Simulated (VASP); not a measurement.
Input:

Au is taken in the cubic space group Fm-3m (No. 225), the fcc (Cu type) structure, Pearson symbol cF4. Lattice parameters: a = b = c = 4.123 Å, α = β = γ = 90.00°. Au on 4a sees 12 Au at 2.916 Å (cuboctahedral). (Neighbours: up to the widest gap in distance over summed covalent radii, below 1.35, at either atom.)
(The calculation used a cell of 1 atom; values per cell refer to that cell.)

The numbers are results of rev-vdW-DF2, VASP's PBE PAW potentials (set 64) (plane waves; VASP), not measurements. Settings: 520 eV cut-off, 15×15×15 Γ-centred mesh, first-order Methfessel-Paxton smearing of 0.10 eV, potentials Au.

**Question.** Give the energy at these volumes per atom, relative to the lowest: 16.46, 16.99, 17.51, 18.04, 18.56 Å³.

**Answer.** 36.0, 8.6, 0.0, 6.9, 26.5 meV/atom. A third-order Birch-Murnaghan fit gives B0 = 156 GPa and B0′ = 5.6.

Measured: bulk modulus 182 GPa at 0 K (computed value off by -14.2 %), as given by Daniel Mejia-Rodriguez et al., Physical Review B (2018), arXiv:1807.09216 [0 K value with the zero-point phonon effect removed]; a 4.062 Å at 0 K (computed value off by +1.5 %), as given by Daniel Mejia-Rodriguez et al., Physical Review B (2018), arXiv:1807.09216 [static lattice: zero-point anharmonic expansion removed].

The compound is Au in the fcc structure. It was relaxed first.
